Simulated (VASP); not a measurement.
Here is the system:

```
NaCl
1.0
    4.35286     0.00000     0.00000
   -2.17643     3.76969     0.00000
    0.00000     0.00000    14.00000
Na Cl
1 1
Direct
  0.66667   0.33333   0.50000
  0.33333   0.66667   0.50000
```

Method: PBE GGA, VASP's PBE PAW potentials (set 64) (plane waves; VASP). Settings: 300 eV cut-off, 6×6×1 Γ-centred mesh, Gaussian smearing of 0.20 eV, potentials Na_pv Cl.

The cell holds a wide vacuum, so values per volume refer to the whole cell.

What does the run give for the energy per atom (σ→0), band gap (on the k-mesh) with the smallest direct gap where there is one?

```
Property                                     Result
-----------------------------------  --------------
band gap (on the k-mesh)                    5.27 eV
smallest direct gap (on the k-mesh)         5.41 eV
energy per atom (σ→0)                -3.172 eV/atom
```

The absolute energy has meaning only against runs of the same code, potentials and settings.

The cell is a sheet with vacuum, built from a generated structure.
